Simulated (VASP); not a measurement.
**PrAsPd (space group P6_3/mmc): computed properties**

Method: PBEsol GGA, VASP's PBE PAW potentials (set 64) (plane waves; VASP).

* **space group**: P6_3/mmc (194)
* **cell**: a = b = 4.3375 Å, c = 7.7873 Å, α = β = 90.00°, γ = 120.00°
* **volume per atom**: 21.15 Å^3/atom
* **band gap (over mesh and band path)**: none (metal, semimetal or under 0.01 eV)
* **band gap with spin-orbit coupling**: none (metallic)
* **density**: 8.43 g/cm³

PdPrAs has the hexagonal space group P6₃/mmc (No. 194), Pearson symbol hP6. Lattice parameters: a = b = 4.338 Å, c = 7.787 Å, α = β = 90.00°, γ = 120.00°. Pr on 2a sees 6 Pd at 3.172 Å and 6 As at 3.172 Å. As on 2d has 3 Pd at 2.504 Å and 6 Pr at 3.172 Å. Pd on 2c has 3 As at 2.504 Å and 6 Pr at 3.172 Å. (Neighbours: up to the widest gap in distance over summed covalent radii, below 1.35, at either atom; cation-cation and far metal-metal contacts left out.)

The 4f electrons are frozen in the core of the lanthanide potential, so 4f levels, which can set the real gap, and their magnetism are missing.

The structure comes from a computed database's PrAsPd entry (P6_3/mmc); how it stands against other phases isn't given here. It was relaxed first. Symmetry was kept, so distortions that lower it aren't found.
